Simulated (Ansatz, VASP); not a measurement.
# Sr (Sr(110)): VASP beside Ansatz, part 2 of 2

Wanted: the spread between two codes on one cell, functional and k mesh.  Other levels of theory on this material are compared in a session of their own.

VASP 6.6.1 and Ansatz 0.2.0.

So far: Starting point; VASP: single point, r2SCAN.

### Step 3. Ansatz: single point, r2SCAN

Level of this step: Ansatz beside VASP: Kohn-Sham DFT, plane waves, r2SCAN (Ansatz).

Ansatz runs on its default PAW (the set named soft_2) files.

The same cell, functional, mesh and smearing now go to Ansatz, which takes its cutoff from its data sets.

input.yaml reads:

```yaml
crystal:
  lattice:
    - [6.08, 0.0, 0.0]
    - [0.0, 4.2992092296, 0.0]
    - [0.0, 0.0, 30.8976276888]
  atoms:
    - { symbol: Sr, position: [0.0, 0.0, 0.2912844989] }
    - { symbol: Sr, position: [0.5, 0.5, 0.3608563326] }
    - { symbol: Sr, position: [0.0, 0.0, 0.4304281663] }
    - { symbol: Sr, position: [0.5, 0.5, 0.5] }
    - { symbol: Sr, position: [0.0, 0.0, 0.5695718337] }
    - { symbol: Sr, position: [0.5, 0.5, 0.6391436674] }
    - { symbol: Sr, position: [0.0, 0.0, 0.7087155011] }
hamiltonian:
  xc: r2scan
  pseudopotentials: { kind: paw }
kpoints:
  mp_grid: { grid: [4, 6, 1] }
scf:
  occupations: { method: methfessel_paxton, width: 0.1 }
  n_extra_bands: 5
efield:
  axis: 3
  dipole_correction: true
  ramp_width: 0.04
output:
  forces: true
  eigenvalues: true
```

Launch:

```console
> ansatz run input.yaml --threads 4 --pin off --max-ram 9216MiB --backend cpu --events-out ev --progress --plain --runs-dir out
```

Numbers of over 12 decimals in the logs are rounded to 6 here.

What it wrote:

```text
scf.n_extra_bands = 5 over 35 filled bands (N_el = 70.0): the run solves 40 bands
Engine: ansatz 0.2.0, aarch64-unknown-linux-gnu
Pseudopotentials: kind: paw
Pseudopotential: Sr, paw, valence charge 10, recommended cutoff 500 eV (meta_gga), Sr.paw.azcp
Functional definition: r2SCAN
  parameter k0 = 0.174
  parameter k1 = 0.065
  parameter a1 = 4.9479
  exchange = r2scan_x(k0 = k0, k1 = k1, a1 = a1)
  correlation = r2scan_c
Crystal: 7 atoms, lattice volume = 807.639 Å³
Basis set: ecut = 500 eV, 20461 PW (Γ), exchange–correlation on 180×128×960 points (64 copies of the dense FFT grid, shifted against one another)
Bands: 40, of which v1, the nominal top of the filled ones, is band 35 counted from 1 (34 counted from 0)
Symmetry: 4 space group operations
k-points: 12 of 24
Non-local potential: Sr, projectors of the file, l = 0: 3, l = 1: 2, l = 2: 2
PAW form: soft (Blöchl's): semilocal exchange-correlation on the pseudo side does not see the compensation charge
PAW frozen core: Sr, regenerated for the run's functional (the file was generated under x = pbe(κ = 0.804, μ = 0.219515), c = pbe(β = 0.066725))
PAW one-centre angular grid: Sr, 302 points (default); XC on 160 Gauss nodes
Initial density: superposition of atomic densities (neutral atoms: chi_scale 0, normalization atom), corrected by the library's trained network
Initial wavefunctions: pseudopotential atomic-orbital guess
Functional: x = r2scan, c = r2scan; τ floored in thin density (d = 2e-4 eV/Å³)
SCF iter   1: F=—  HF=-24884.243225 eV  |F-HF|=—  |Δ(HF+E_count)|=         —  Δρ=2.73e-3  dr2=1.92e0  dr2_τ=1.32e-2  ethr=1.77e-3  p=-0.000 e·Å  D=-5.75e-15 V/Å  ΔV_dip=0.00 eV  dr2_dipole=2.81e-5  V_vac-E_F(+/−)=2.18/2.18 eV  ⟨swp⟩=17.3  Hψ=3287  notcnv=0
efield: sawtooth ramp at fractional position 0.9800 (placed from the atoms, in the widest stretch of the axis that holds none; the zero of the levels goes with the place), width 0.0400; the density the first Hamiltonian is built on has a dipole p = -0.000 e·Å; the dipole correction subtracts the counter field D = -5.75e-15 V/Å, which shifts the + side's vacuum level by +0.00 eV against the − side's; the planar-averaged density in the ramp window peaks in size at 3.7e-7 e/Å³
preconditioner: auto → LDOS  [metal: Δε(μ)=0.033 eV  Ē_g=1.686 eV  σ=0.100 eV  W_gap=0.28  n_scr=80 (ndim 8)  ℏωp=4.9 eV  f_vac=0.441  D(μ)=14.80/eV (n_scr^D=80)  β→1.0]
SCF iter   2: F=—  HF=-24884.320020 eV  |F-HF|=—  |Δ(HF+E_count)|=   7.68e-2  S|Δr|=    0.00e0  Δρ=1.33e-3  dr2=3.36e-1  dr2_τ=1.45e-3  ethr=1.77e-3  p=-0.000 e·Å  D=-9.03e-6 V/Å  ΔV_dip=0.00 eV  dr2_dipole=3.16e-6  V_vac-E_F(+/−)=2.36/2.36 eV  ⟨swp⟩=3.2  Hψ=641  notcnv=0
SCF iter   3: F=—  HF=-24884.334222 eV  |F-HF|=—  |Δ(HF+E_count)|=   1.42e-2  S|Δr|=    0.00e0  Δρ=7.56e-4  dr2=8.97e-3  dr2_τ=9.99e-4  ethr=4.81e-4  p=-0.000 e·Å  D=-2.37e-6 V/Å  ΔV_dip=0.00 eV  dr2_dipole=9.81e-8  V_vac-E_F(+/−)=2.47/2.47 eV  ⟨swp⟩=2.9  Hψ=616  notcnv=0
SCF iter   4: F=—  HF=-24884.335559 eV  |F-HF|=—  |Δ(HF+E_count)|=   1.34e-3  S|Δr|=    0.00e0  Δρ=2.14e-4  dr2=2.25e-3  dr2_τ=1.60e-5  ethr=1.28e-5  p=-0.000 e·Å  D=-4.26e-6 V/Å  ΔV_dip=0.00 eV  dr2_dipole=5.99e-8  V_vac-E_F(+/−)=2.50/2.50 eV  ⟨swp⟩=3.6  Hψ=1004  notcnv=0
SCF iter   5: F=—  HF=-24884.336136 eV  |F-HF|=—  |Δ(HF+E_count)|=   5.77e-4  S|Δr|=    0.00e0  Δρ=1.43e-4  dr2=3.15e-3  dr2_τ=1.94e-5  ethr=3.22e-6  p=-0.000 e·Å  D=-5.25e-7 V/Å  ΔV_dip=0.00 eV  dr2_dipole=1.80e-10  V_vac-E_F(+/−)=2.53/2.53 eV  ⟨swp⟩=2.1  Hψ=747  notcnv=0
SCF iter   6: F=—  HF=-24884.336163 eV  |F-HF|=—  |Δ(HF+E_count)|=   2.69e-5  S|Δr|=    0.00e0  Δρ=4.12e-5  dr2=1.82e-4  dr2_τ=1.44e-6  ethr=3.22e-6  p=-0.000 e·Å  D=-4.89e-7 V/Å  ΔV_dip=0.00 eV  dr2_dipole=2.23e-10  V_vac-E_F(+/−)=2.54/2.54 eV  ⟨swp⟩=2.0  Hψ=508  notcnv=0
SCF iter   7: F=—  HF=-24884.336198 eV  |F-HF|=—  |Δ(HF+E_count)|=   3.56e-5  S|Δr|=    0.00e0  Δρ=1.88e-5  dr2=6.58e-6  dr2_τ=5.29e-7  ethr=2.60e-7  p=-0.000 e·Å  D=-1.31e-7 V/Å  ΔV_dip=0.00 eV  dr2_dipole=9.96e-10  V_vac-E_F(+/−)=2.55/2.55 eV  ⟨swp⟩=2.3  Hψ=569  notcnv=0
SCF iter   8: F=—  HF=-24884.336127 eV  |F-HF|=—  |Δ(HF+E_count)|=   7.09e-5  S|Δr|=    0.00e0  Δρ=6.73e-6  dr2=8.52e-7  dr2_τ=3.56e-8  ethr=9.40e-9  p=-0.000 e·Å  D=-6.05e-8 V/Å  ΔV_dip=0.00 eV  dr2_dipole=8.32e-11  V_vac-E_F(+/−)=2.55/2.55 eV  ⟨swp⟩=3.5  Hψ=949  notcnv=0
SCF iter   9: F=-24884.336128 eV  HF=-24884.336128 eV  |F-HF|=3.57e-8  |Δ(HF+E_count)|=   5.29e-7  S|Δr|=    0.00e0  Δρ=1.69e-6  dr2=3.61e-8  dr2_τ=1.61e-9  ethr=1.43e-10  p=0.000 e·Å  D=3.59e-8 V/Å  ΔV_dip=-0.00 eV  dr2_dipole=1.02e-11  V_vac-E_F(+/−)=2.56/2.56 eV  ⟨swp⟩=11.4  Hψ=3060  notcnv=0
SCF 1 converged in 9 iterations: F = -24884.336128 eV  dr2 = 3.61e-8
  greatest PAW one-centre occupation: 0.990 electrons in one spin orbital (limit 2), on the Sr atom at site 6 (counted from 0), in its partial waves of l = 0
SCF converged after 9 iterations
Stability not checked: this state was not tested for a lower state beside it, because cold or Methfessel-Paxton smearing, or corrected tetrahedra, fill the levels in a way that the test cannot read (fill_not_monotonic; see scf.lower_state_search)
Free energy (F): -24884.336128 eV
Harris-Foulkes:  -24884.336128 eV  (|F-HF|=3.57e-8)
Internal energy: -24884.327034 eV  (E = F + TS)
E sigma→0 (E₀):  -24884.333854 eV
Entropy (-TS):   -0.009094 eV (-1.299 meV/atom)
Fermi energy:    1.170361 eV
Dipole field:    D = -0.000002 V/Å  (p = -0.000009 e·Å, saw-weighted, corrected)
Work function:   Φ+ = 2.5558 eV   Φ− = 2.5558 eV
Levels:          The Fermi level and band energies are counted from a zero that moves with the ramp; work functions are not
--- Per-component energies (eV) ---
  E_band       = -1289.859605
  E_kinetic    = 1688.545732
  E_local      = -28700.073300  (includes V_loc(G=0)·N_el)
  E_nonlocal   = 1415.356900
  E_hartree    = 12874.175406
  E_xc         = -1124.765572
  E_vxc        = -1215.558389  (∫ρ·V_xc dr)
  E_paw        = -19010.082767  (= ΣΔE_a)
  E_vpaw       = -291.956835  (= ΣTr[D̂ρ^β])
  E_aug_tail   = -0.000004  (compensation charges beyond the density's cutoff)
  E_vtau       = 65.472653  (kinetic-family band-sum trace: ∫τ·v_τ [+ j·A + Jᵃ·Aᵃ] dr)
  E_efield     = 0.000000  (sawtooth field / dipole correction)
  E_vefield    = 0.000000  (∫n·V_field dr)
  E_ewald      = 7973.538826
  E_core_change = -1.022256  (= ΣΔE_core)
  E_smearing   = -0.009094  (= −TS)
  E_closure    = 0.000000  (closes the sum)
  Σ components = -24884.336128   (vs F -24884.336128, Δ=0.00e0)
--- Forces (eV/Å), atoms counted from 1 ---
  atom   1  Sr     0.00000000     0.00000000     0.04122336
  atom   2  Sr     0.00000000     0.00000000     0.01460831
  atom   3  Sr     0.00000000     0.00000000    -0.06705991
  atom   4  Sr     0.00000000     0.00000000    -0.00000097
  atom   5  Sr     0.00000000     0.00000000     0.06706201
  atom   6  Sr     0.00000000     0.00000000    -0.01460812
  atom   7  Sr     0.00000000     0.00000000    -0.04122580
  max |Σ_I F_I| component: 1.12e-6 eV/Å
--- Band table (eV; the first three rows and the last of 12) ---
  k-point 0: bands = [... 31 lower, -0.4642, 0.4172, 0.7552, 1.1081, 1.1949, 1.5657, 1.7533, 2.0120, ... 1 higher]
  k-point 1: bands = [... 31 lower, -0.2130, 0.6281, 0.9873, 1.2080, 1.4471, 1.6425, 1.8389, 1.9265, ... 1 higher]
  k-point 2: bands = [... 31 lower, 0.3820, 0.9670, 1.0615, 1.1675, 1.6689, 1.6784, 1.7923, 1.7961, ... 1 higher]
  k-point 11: bands = [... 31 lower, 0.8362, 1.0902, 1.0991, 1.1290, 1.1840, 1.1974, 1.3601, 1.4548, ... 1 higher]
```

Elapsed: 24 s, on 4 threads of Arm Neoverse V1, shared host; peak memory 2.2 GiB; 91 s of CPU time.

### Step 4. Differences

Known differences besides the potentials themselves: VASP keeps PBE cores, Ansatz makes them for the functional; the cutoff is 500 eV in Ansatz and 350 eV in VASP (PREC = Normal). Total energies have different zeros and are not compared.

Both answers:

| quantity | Ansatz | VASP | difference |
| --- | --- | --- | --- |
| work function, lower of the two faces (eV) | 2.56 | 2.55 | 0.00 |
| work function, higher of the two faces (eV) | 2.56 | 2.55 | 0.00 |

Forces (eV/Å; atoms numbered as in POSCAR):

| atom | Ansatz x, y, z | VASP x, y, z |
| --- | --- | --- |
| Sr1 | 0.000, 0.000, 0.041 | 0.000, 0.000, 0.036 |
| Sr2 | 0.000, 0.000, 0.015 | 0.000, 0.000, 0.013 |
| Sr3 | 0.000, 0.000, -0.067 | 0.000, 0.000, -0.068 |
| Sr4 | 0.000, 0.000, 0.000 | 0.000, 0.000, 0.000 |
| Sr5 | 0.000, 0.000, 0.067 | 0.000, 0.000, 0.068 |
| Sr6 | 0.000, 0.000, -0.015 | 0.000, 0.000, -0.013 |
| Sr7 | 0.000, 0.000, -0.041 | 0.000, 0.000, -0.036 |

The forces differ by 1.6 meV/Å r.m.s., which is 6.5 % of the r.m.s. force of 0.02 eV/Å (both taken over all components). VASP's log warns that it found no field-free region in the vacuum, so its work functions are uncertain.

### Step 5. Outcome

```json
{"difference in work function, higher of the two faces (single point, r2SCAN)": "0.0017 eV"}
```

What this shows: The difference in work function, higher of the two faces is 0.0017 eV (single point, r2SCAN). 3 further runs of this series are not shown here. How closely two codes agree says nothing of how well the functional describes the real material.

[Lines on the potential files, build, host, timing and source positions are cut from VASP's logs without a mark.]

[Logs are printed without paths, hosts, clocks, repeated set-up lines and the standing remarks that a program may print on its own settings, such as how far it seeks lower states.]

[Hosts, paths, dates, database ids (printed as entryN), source tags and the programs' standing remarks are cut or masked in the printed files.]
